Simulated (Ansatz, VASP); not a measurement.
# TiSe2: VASP beside Ansatz

One calculation is typed for both programs; each brings its own data sets. How far apart do they land? Of the first pair: The structure shown is the start of the Ansatz relaxation below; VASP solves that cell, so the two are compared at the walk's first step.

Program: Ansatz 0.2.0. Level of theory: plane waves, with VASP 6.6.1 beside it; single point at LDA. Results are calculated unless marked as measured.

## (1) The starting structure

The cell holds 3 atoms: 2 Se and 1 Ti. Its edges and angles: a = 3.536 Å, b = 3.536 Å, c = 29.929 Å, α = 90.0°, β = 90.0°, γ = 120.0°. It derives from TiSe2. As first built, before any earlier steps moved the atoms (in the runner's words): one layer cut from layered TiSe2 (space group P-3m1). Vacuum lies along c. The height across the vacuum is the one that the program set for its solve, not the one typed.

## (2) Ansatz: relaxation, LDA

Ansatz runs on its default PAW (the set named soft_2) files.

The two programs are compared at the cell with which this relaxation starts, whose forces are those of its first step.

Input file input.yaml:

```yaml
crystal:
  lattice:
    - [3.536, 0.0, 0.0]
    - [-1.768, 3.06226583, 0.0]
    - [0.0, 0.0, 19.0644416]
  atoms:
    - { symbol: Se, position: [0.0, 0.0, 0.58037061] }
    - { symbol: Se, position: [0.66666667, 0.33333333, 0.41962939] }
    - { symbol: Ti, position: [0.33333333, 0.66666667, 0.5] }
  periodic: [true, true, false]
kpoints:
  mp_grid: { grid: [7, 7, 1] }
scf:
  occupations: { method: fermi_dirac, width: 0.05 }
hamiltonian:
  xc: lda
output:
  forces: true
  stress: true
relax:
  f_tol: 0.02
  max_steps: 50
  cell: {}
```

Launch:

```
$ ansatz run input.yaml --threads 1 --pin off --max-ram 4096MiB --backend cpu --events-out ev --progress --plain --runs-dir out
```

Numbers of over 12 decimals in the logs are rounded to 6 here.

What it wrote:

```text
Warning: crystal.periodic: the lattice vector that does not repeat stood 0.000° off the slab's normal, 19.064 Å along it as the deck builds it. The run solves the slab on a vector along the normal, 29.929 Å long, with every atom where it was (on the deck's vector they left 16.00 Å outside them, and the widest stretch free of ions among them is 1.53 Å). A fractional position that the run reports is one of the run's ce [...]
crystal.periodic: the lattice vector that does not repeat stood 0.000° off the slab's normal, 19.064 Å along it as the deck builds it. The run solves the slab on a vector along the normal, 29.929 Å long, with every atom where it was (on the deck's vector they left 16.00 Å outside them, and the widest stretch free of ions among them is 1.53 Å). A fractional position that the run reports is one of the run's cell, which [...]
Engine: ansatz 0.2.0, aarch64-unknown-linux-gnu
Pseudopotentials: kind: paw
Pseudopotential: Se, paw, valence charge 16, recommended cutoff 420 eV (normal), Se.paw.azcp
Pseudopotential: Ti, paw, valence charge 12, recommended cutoff 420 eV (normal), Ti.paw.azcp
Functional definition: SPW92
  exchange = slater_x
  correlation = pw_c
Crystal: 3 atoms, lattice volume = 324.075 Å³
Basis set: ecut = 420 eV, 6299 PW (Γ)
Bands: 27, of which v1, the nominal top of the filled ones, is band 22 counted from 1 (21 counted from 0)
Symmetry: 12 space group operations
Space group: P-3m1 (ITA 164), of the structure as read, at distance tolerance 6.9e-5 Å
k-points: 8 of 49
Non-local potential: Se, projectors of the file, l = 0: 2, l = 1: 2, l = 2: 3, l = 3: 1
Non-local potential: Ti, projectors of the file, l = 0: 3, l = 1: 2, l = 2: 3, l = 3: 1
PAW form: soft (Blöchl's): semilocal exchange-correlation on the pseudo side does not see the compensation charge
PAW frozen core: Se, regenerated for the run's functional, and the local potential with it (the file was generated under x = pbe(κ = 0.804, μ = 0.219515), c = pbe(β = 0.066725))
PAW frozen core: Ti, regenerated for the run's functional, and the local potential with it (the file was generated under x = pbe(κ = 0.804, μ = 0.219515), c = pbe(β = 0.066725))
PAW one-centre angular grid: Se, 590 points (default); XC on 64 Gauss nodes
PAW one-centre angular grid: Ti, 590 points (default); XC on 64 Gauss nodes
Initial density: superposition of atomic densities (neutral atoms: chi_scale 0, normalization atom), corrected by the library's trained network
Initial wavefunctions: pseudopotential atomic-orbital guess
Functional: x = slater, c = lda
SCF iter   1: F=—  HF=-13220.040142 eV  |F-HF|=—  |Δ(HF+E_count)|=         —  Δρ=2.12e-3  dr2=7.53e-3  ethr=1.77e-3  ⟨swp⟩=12.1  Hψ=1259  notcnv=0
preconditioner: auto → LDOS  [insulator: Δε(μ)=0.421 eV  Ē_g=7.034 eV  σ=0.050 eV  W_gap=0.68  n_scr=18 (ndim 8)  ℏωp=8.3 eV  f_vac=0.773  D(μ)=1.12/eV (n_scr^D=6)  ε∞_Penn≈2.4  β→1.0]
[...]
preconditioner: auto → LDOS  [insulator: Δε(μ)=0.328 eV  Ē_g=7.258 eV  σ=0.050 eV  W_gap=0.67  n_scr=18 (ndim 8)  ℏωp=8.4 eV  f_vac=0.773  D(μ)=1.13/eV (n_scr^D=6)  ε∞_Penn≈2.4  β→1.0]
SCF iter   2: F=—  HF=-13220.112578 eV  |F-HF|=—  |Δ(HF+E_count)|=   4.33e-3  Δρ=3.78e-3  dr2=1.39e-1  ethr=2.32e-4  ⟨swp⟩=3.2  Hψ=396  notcnv=0
SCF iter   3: F=—  HF=-13220.095545 eV  |F-HF|=—  |Δ(HF+E_count)|=   1.70e-2  Δρ=6.27e-4  dr2=2.85e-3  ethr=2.32e-4  ⟨swp⟩=2.5  Hψ=335  notcnv=0
SCF iter   4: F=—  HF=-13220.094703 eV  |F-HF|=—  |Δ(HF+E_count)|=   8.42e-4  Δρ=1.69e-4  dr2=3.64e-4  ethr=6.48e-6  ⟨swp⟩=2.9  Hψ=341  notcnv=0
SCF iter   5: F=—  HF=-13220.094600 eV  |F-HF|=—  |Δ(HF+E_count)|=   1.03e-4  Δρ=6.82e-5  dr2=6.31e-5  ethr=8.28e-7  ⟨swp⟩=2.9  Hψ=329  notcnv=0
SCF iter   6: F=—  HF=-13220.094646 eV  |F-HF|=—  |Δ(HF+E_count)|=   4.50e-5  Δρ=1.71e-5  dr2=3.24e-6  ethr=1.43e-7  ⟨swp⟩=3.4  Hψ=375  notcnv=0
SCF iter   7: F=—  HF=-13220.094646 eV  |F-HF|=—  |Δ(HF+E_count)|=   2.18e-7  Δρ=5.39e-6  dr2=4.77e-7  ethr=7.36e-9  ⟨swp⟩=2.6  Hψ=316  notcnv=0
SCF iter   8: F=-13220.094646 eV  HF=-13220.094646 eV  |F-HF|=9.81e-9  |Δ(HF+E_count)|=   9.95e-8  Δρ=1.03e-6  dr2=1.42e-8  ethr=6.82e-10  ⟨swp⟩=7.0  Hψ=943  notcnv=0
SCF 2 converged in 8 iterations: F = -13220.094646 eV  dr2 = 1.42e-8
relax step   2: F+E_penalty+E_count = -13220.09464566 eV  Δ(F+E_penalty+E_count) = -5.673e-2 eV  max|allowed force component| = 1.757e-1 eV/Å  Δτ_max = 0.0191 Å  P = -0.088 N/m  Ω = 309.655 Å³  energy of the carried Pulay correction = +6.319e-4 eV  fix = [c, alpha, beta]  reactions: c -0.000 N/m  (8 SCF iters, dr2 threshold 3.00e-7 eV, accepted)
[...]
relax step   3: F+E_penalty+E_count = -13220.09652408 eV  Δ(F+E_penalty+E_count) = -1.878e-3 eV  max|allowed force component| = 1.161e-1 eV/Å  Δτ_max = 0.0387 Å  P = +0.173 N/m  Ω = 303.737 Å³  energy of the carried Pulay correction = +8.997e-4 eV  fix = [c, alpha, beta]  reactions: c +0.000 N/m  (6 SCF iters, dr2 threshold 3.00e-7 eV, accepted)
[...]
relax step   4: F+E_penalty+E_count = -13220.09890297 eV  Δ(F+E_penalty+E_count) = -2.379e-3 eV  max|allowed force component| = 4.445e-3 eV/Å  Δτ_max = 0.0164 Å  P = -0.005 N/m  Ω = 306.554 Å³  energy of the carried Pulay correction = +7.716e-4 eV  fix = [c, alpha, beta]  reactions: c -0.000 N/m  (5 SCF iters, dr2 threshold 3.00e-7 eV, accepted)
[...]
relax step   5: F+E_penalty+E_count = -13220.09822307 eV  Δ(F+E_penalty+E_count) = +6.799e-4 eV  max|allowed force component| = 4.305e-3 eV/Å  Δτ_max = 0.0000 Å  P = -0.009 N/m  Ω = 306.554 Å³  fix = [c, alpha, beta]  reactions: c -0.000 N/m  stress off target by 8.60e-3 N/m on what of the cell is left free  SCF on the basis re-selected at this cell (its energy is not comparable with the rows above)  (7 SCF iters)
basis re-selected at this cell: Δ(F+E_penalty+E_count) = +6.799e-4 eV, ΔP = -0.004 N/m vs the last step (what re-selecting the basis moved, of the pressure what is left beyond the Pulay correction that the steps carried, after the strain that the cell walked since its last selection, with what the two solves' SCF thresholds leave and, on support functions, any second-order correction that the steps lacked; it is no m [...]
SCF converged after 7 iterations
Free energy (F): -13220.098223 eV
Harris-Foulkes:  -13220.098223 eV  (|F-HF|=1.06e-10)
Internal energy: -13220.089273 eV  (E = F + TS)
E sigma→0 (E₀):  -13220.093748 eV
Entropy (-TS):   -0.008950 eV (-2.983 meV/atom)
Fermi energy:    -5.607665 eV
--- Per-component energies (eV) ---
  E_band       = -1587.111751
  E_kinetic    = 512.958922
  E_local      = -106076.364284  (includes V_loc(G=0)·N_el)
  E_nonlocal   = -1168.185962
  E_hartree    = 52603.857099
  E_xc         = -305.567769
  E_vxc        = -320.824211  (∫ρ·V_xc dr)
  E_paw        = -4651.619097  (= ΣΔE_a)
  E_vpaw       = 257.591017  (= ΣTr[D̂ρ^β])
  E_aug_tail   = -0.001080  (compensation charges beyond the density's cutoff)
  E_ewald      = 45860.072224
  E_core_change = 4.760675  (= ΣΔE_core)
  E_smearing   = -0.008950  (= −TS)
  E_closure    = 0.000000  (closes the sum)
  Σ components = -13220.098223   (vs F -13220.098223, Δ=0.00e0)
--- Forces (eV/Å), atoms counted from 1 ---
  atom   1  Se    -0.00000000     0.00000000    -0.00430455
  atom   2  Se     0.00000000    -0.00000000     0.00430455
  atom   3  Ti     0.00000000    -0.00000000     0.00000000
  max |Σ_I F_I| component: 4.63e-18 eV/Å
--- 2D stress c σ (N/m, compression-positive) ---
       -0.008595      -0.000000      -0.000000
       -0.000000      -0.008595      -0.000000
       -0.000000      -0.000000      -0.000000
  P = ½ c Tr σ = -0.0086 N/m
--- Relaxed structure (4 steps of the walk, 4 accepted, 1 SCFs on fresh bases) ---
  F+E_penalty+E_count = -13220.09822307 eV   max|allowed force component| = 4.305e-3 eV/Å   (the final SCF, on the basis selected at the relaxed cell)
  cell:  # Å, volume = 306.5541 Å³
    - [3.439086, 0.0, 0]
    - [-1.719543, 2.978336, 0]
    - [0, 0, 29.928883]
  atoms:
    - { symbol: Se, position: [0, 0, 0.369799] }
    - { symbol: Se, position: [0.666667, 0.333333, 0.267193] }
    - { symbol: Ti, position: [0.333333, 0.666667, 0.318496] }
```

In the SCF lines HF is the Harris–Foulkes energy and dr2 the Hartree energy of the density residual, in eV; the loop may stop once dr2 is under the threshold and the program's other checks hold. Hψ counts applications of the Hamiltonian.

## (3) VASP: single point, LDA, start cell, pair 1

The same cell, functional (in two slightly different forms), mesh and smearing now go to VASP, with its own data sets.

Lines of VASP's logs that name or quote its potential files are left out, and so is its time.

Input file INCAR:

```
SYSTEM = TiSe2
PREC = Accurate
ENCUT = 400
EDIFF = 1E-06
NELM = 120
ISMEAR = -1
SIGMA = 0.05
LREAL = .FALSE.
ALGO = Normal
GGA = PW92
NBANDS = 18
LASPH = .TRUE.
LORBIT = 11
LWAVE = .FALSE.
LCHARG = .FALSE.
ISIF = 2
LDIPOL = .TRUE.
IDIPOL = 3
DIPOL = 0.5 0.5 0.318
LVHAR = .TRUE.
GGA_COMPAT = .FALSE.
NELMDL = -8
```

Input file POSCAR:

```
TiSe2
1.0
    3.5360000000      0.0000000000      0.0000000000
   -1.7680000000      3.0622660000      0.0000000000
    0.0000000000      0.0000000000     29.9288830000
Se Ti
2 1
Direct
    0.0000000545      0.0000001088      0.3696911107
    0.6666667211      0.3333334422      0.2673003198
    0.3333333878      0.6666667755      0.3184957153
```

Input file KPOINTS:

```
Automatic mesh
0
Gamma
7 7 1
0 0 0
```

The projector-augmented-wave data sets are Se and Ti_sv (LDA family, release 64).

Launch:

```
$ mpirun -np 1 vasp_std
```

What it wrote:

```text
[banner, memory and clock lines left out]
running    1 mpi-ranks, on    1 nodes
 distrk:  each k-point on    1 cores,    1 groups
 distr:  one band on    1 cores,    1 groups

 POSCAR found type information on POSCAR SeTi
 POSCAR found :  2 types and       3 ions
|                                                                             |
|               ----> ADVICE to this user running VASP <----                  |
|                                                                             |
|     You enforced a specific xc type in the INCAR file but a different       |
|     [... a line on the potential file left out ...]
|     I HOPE YOU KNOW WHAT YOU ARE DOING!                                     |
|                                                                             |

 LDA part: xc-table for (Slater(with rela. corr.)+PW92), standard interpolation
 POSCAR, INCAR and KPOINTS ok, starting setup
 FFT: planning ... GRIDC
 FFT: planning ... GRID_SOFT
 FFT: planning ... GRID
 WAVECAR not read
 entering main loop
       N       E                     dE             d eps       ncg     rms          rms(c)
DAV:   1     0.155295245932E+03    0.15530E+03   -0.95864E+03   360   0.816E+02
DAV:   2    -0.116622155807E+00   -0.15541E+03   -0.15240E+03   376   0.226E+02
DAV:   3    -0.223489757174E+02   -0.22232E+02   -0.22122E+02   528   0.785E+01
DAV:   4    -0.231819158546E+02   -0.83294E+00   -0.83056E+00   380   0.147E+01
DAV:   5    -0.232452762390E+02   -0.63360E-01   -0.63348E-01   450   0.311E+00
DAV:   6    -0.232457738465E+02   -0.49761E-03   -0.49758E-03   400   0.358E-01
DAV:   7    -0.232457889560E+02   -0.15110E-04   -0.15109E-04   438   0.522E-02
DAV:   8    -0.232457890897E+02   -0.13371E-06   -0.13391E-06   400   0.577E-03    0.122E+01
DAV:   9    -0.218035038130E+02    0.14423E+01   -0.34642E+01   356   0.436E+01    0.124E+01
DAV:  10    -0.206845304123E+02    0.11190E+01   -0.30872E+01   372   0.377E+01    0.584E+00
DAV:  11    -0.200792395362E+02    0.60529E+00   -0.37455E+00   322   0.150E+01    0.133E+00
DAV:  12    -0.200757722462E+02    0.34673E-02   -0.10801E-01   338   0.246E+00    0.972E-01
DAV:  13    -0.200640119772E+02    0.11760E-01   -0.45197E-02   396   0.151E+00    0.332E-01
DAV:  14    -0.200633719852E+02    0.63999E-03   -0.21243E-03   350   0.378E-01    0.162E-01
[...]
DAV:  20    -0.200641589611E+02   -0.16212E-03   -0.13233E-05   310   0.139E-02    0.595E-03
DAV:  21    -0.200641657720E+02   -0.68109E-05   -0.98098E-07   278   0.552E-03    0.317E-03
DAV:  22    -0.200642079362E+02   -0.42164E-04   -0.39887E-06   298   0.880E-03    0.292E-03
DAV:  23    -0.200642100694E+02   -0.21332E-05   -0.25210E-07   240   0.416E-03    0.179E-03
DAV:  24    -0.200642203714E+02   -0.10302E-04   -0.64627E-07   230   0.288E-03    0.736E-04
DAV:  25    -0.200642218178E+02   -0.14464E-05   -0.44017E-08   224   0.110E-03    0.804E-04
DAV:  26    -0.200642246588E+02   -0.28409E-05   -0.10446E-07   234   0.876E-04    0.275E-04
DAV:  27    -0.200642254395E+02   -0.78071E-06   -0.17666E-08   190   0.640E-04
   1 F= -.20064225E+02 E0= -.20060006E+02  d E =-.843967E-02
```

OUTCAR, selected parts (step 3):

```text
ion  position               nearest neighbor table
   1  0.000  0.000  0.370-   3 2.55   3 2.55   3 2.55
   2  0.667  0.333  0.267-   3 2.55   3 2.55   3 2.55
   3  0.333  0.667  0.318-   1 2.55   1 2.55   2 2.55   2 2.55   1 2.55   2 2.55

  LATTYP: Found a hexagonal cell.
 ALAT       =     3.5360000000
 C/A-ratio  =     8.4640506222

 Subroutine GETGRP returns: Found 12 space group operations
 (whereof  6 operations were pure point group operations)

The static configuration has the point symmetry C_3v.
 The point group associated with its full space group is D_3d.

 Found      8 irreducible k-points:

   k-points           NKPTS =      8   k-points in BZ     NKDIM =      8   number of bands    NBANDS=     18

   dimension x,y,z NGX =    24 NGY =   24 NGZ =  196
   dimension x,y,z NGXF=    48 NGYF=   48 NGZF=  392

   ENCUT  =  400.0 eV  29.40 Ry    5.42 a.u.   5.77  5.77 48.81*2*pi/ulx,y,z

   NELECT =      24.0000    total number of electrons

 k-points in reciprocal lattice and weights: Automatic mesh
   0.00000000  0.00000000  0.00000000       0.020
   0.14285714  0.00000000  0.00000000       0.122
   0.28571429  0.00000000  0.00000000       0.122
   0.42857143  0.00000000  0.00000000       0.122
   0.14285714  0.14285714  0.00000000       0.122
   0.28571429  0.14285714  0.00000000       0.245
   0.42857143  0.14285714  0.00000000       0.122
   0.28571429  0.28571429  0.00000000       0.122

 dipolmoment           0.000000      0.000000      0.000008 electrons x Angstroem

 average (electrostatic) potential at core
       1 -67.5226       2 -67.5226       3 -85.1456

 E-fermi :  -3.5864

 k-point     1 :       0.0000    0.0000    0.0000
  band No.  band energies     occupation
    ...
      6     -16.2193      2.00000
      7      -7.9985      2.00000
      8      -5.7493      2.00000
      9      -5.7493      2.00000
     10      -4.8911      2.00000
     11      -3.1226      0.00019
     12      -3.1226      0.00019
     13      -3.0375      0.00003
     14      -3.0375      0.00003
     15      -2.7360      0.00000
    ...

 k-point     2 :       0.1429    0.0000    0.0000
  band No.  band energies     occupation
    ...
      8      -6.4398      2.00000
      9      -5.6931      2.00000
     10      -4.7703      2.00000
     11      -4.4323      2.00000
     12      -3.9618      1.99890
     13      -3.0432      0.00004
     14      -2.3242      0.00000
     15      -2.2504      0.00000
     16      -0.7926      0.00000
     17      -0.1462      0.00000
    ...

 k-point     3 :       0.2857    0.0000    0.0000
  band No.  band energies     occupation
    ...
      8      -7.1237      2.00000
      9      -6.5737      2.00000
     10      -5.6761      2.00000
     11      -4.6530      2.00000
     12      -4.5035      2.00000
     13      -3.3541      0.01902
     14      -2.1233      0.00000
     15      -1.9888      0.00000
     16      -0.7918      0.00000
     17      -0.2154      0.00000
    ...

  Total       -2.1664780     -2.1664783     -1.1807874     -0.0000000     -0.0000000      0.0000000
  in kB      -10.7107330    -10.7107342     -5.8376308     -0.0000000     -0.0000000      0.0000000
  external PRESSURE =      -9.0863660 kB  Pullay stress =       0.0000000 kB

  energy-cutoff  :      400.00
  volume of cell :      324.08
      direct lattice vectors                 reciprocal lattice vectors
     3.536000000  0.000000000  0.000000000     0.282805430  0.163277782  0.000000000
    -1.768000000  3.062266000  0.000000000     0.000000000  0.326555564  0.000000000
     0.000000000  0.000000000 29.928883000     0.000000000  0.000000000  0.033412540

 POSITION                                       TOTAL-FORCE (eV/Angst)
 -----------------------------------------------------------------------------------
      0.00000      0.00000     11.06444         0.000000     -0.000000     -0.357531
      1.76800      1.02076      8.00000        -0.000000      0.000000      0.357531
      0.00000      2.04151      9.53222        -0.000000      0.000000      0.000000
 -----------------------------------------------------------------------------------
    total drift:                               -0.000000     -0.000844      0.000297

  FREE ENERGIE OF THE ION-ELECTRON SYSTEM (eV)
  ---------------------------------------------------
  free  energy   TOTEN  =       -20.0642254395 eV

  energy  without entropy=      -20.0557857711  energy(sigma->0) =      -20.06000561

 vacuum level on the upper side and lower side of the slab         2.065         2.065

 total charge
# of ion       s       p       d       tot
------------------------------------------
    1        1.475   2.356   0.032   3.864
    2        1.475   2.356   0.032   3.864
    3        2.182   6.163   1.847  10.192
--------------------------------------------------
tot          5.133  10.875   1.911  17.919

[... 3 further parts left out ...]
```

This run has no spin polarisation, so a moment on Ti, if there is one, isn't seen.

## (4) Comparison

Known differences besides the potentials themselves: Ansatz cuts the interaction across the vacuum, VASP repeats the sheet with a dipole correction; the data sets hold 44 valence electrons in Ansatz (on its default PAW (the set named soft_2) files) and 24 in VASP; the cutoff is 420 eV in Ansatz and 400 eV in VASP; VASP's log shows a relativistic correction to its local exchange, Ansatz's none. Total energies have different zeros and are not compared.

Forces (eV/Å; atoms numbered as in POSCAR):

```
atom        Ansatz x, y, z          VASP x, y, z
 Se1  0.000, 0.000, -0.389  0.000, 0.000, -0.358
 Se2   0.000, 0.000, 0.389   0.000, 0.000, 0.358
 Ti3   0.000, 0.000, 0.000   0.000, 0.000, 0.000
```

The forces differ by 15 meV/Å r.m.s., which is 8.8 % of the r.m.s. force of 0.169 eV/Å (both taken over all components). With vacuum in the cell, a pressure given here is an average over mostly empty space and none of the material.

(Part 1 of 2 ends here.)

[Lines on the potential files, build, host, timing and source positions are cut from VASP's logs without a mark.]

[Logs are printed without paths, hosts, clocks, repeated set-up lines and the standing remarks that a program may print on its own settings, such as how far it seeks lower states.]

[Hosts, paths, dates, database ids (printed as entryN), source tags and the programs' standing remarks are cut or masked in the printed files.]
